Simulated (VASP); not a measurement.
Here is the system:

```xyz
5
Lattice="4.0878 0.0000 0.0000 0.0000 4.0878 0.0000 0.0000 0.0000 4.0878" Properties=species:S:1:pos:R:3 pbc="T T T"
Ba     0.0000     0.0000     0.0000
Zr     2.0439     2.0439     2.0439
O      2.0439     0.0000     2.0439
O      0.0000     2.0439     2.0439
O      2.0439     2.0439     0.0000
```

The numbers are results of LDA (Ceperley-Alder, Perdew-Zunger), VASP's LDA PAW potentials (set 64) (plane waves; VASP 6.6.1), not measurements. Settings: 620 eV cut-off, 6×6×6 Γ-centred mesh, Gaussian smearing of 0.050 eV, potentials Ba_sv Zr_sv O.

Unless said otherwise, spin-orbit coupling is left out, though it shifts the bands of the heavy elements here.

Problem. Predict the energy per atom (σ→0), pressure, band gap (on the k-mesh) with the smallest direct gap where there is one.

Solution. 
band gap (on the k-mesh): 3.21 eV
smallest direct gap (on the k-mesh): 3.33 eV
energy per atom (σ→0): -9.127 eV/atom
pressure: 9.95 GPa

The compound is BaZrO3 in the cubic perovskite structure. It was relaxed first under an external pressure of 10 GPa.
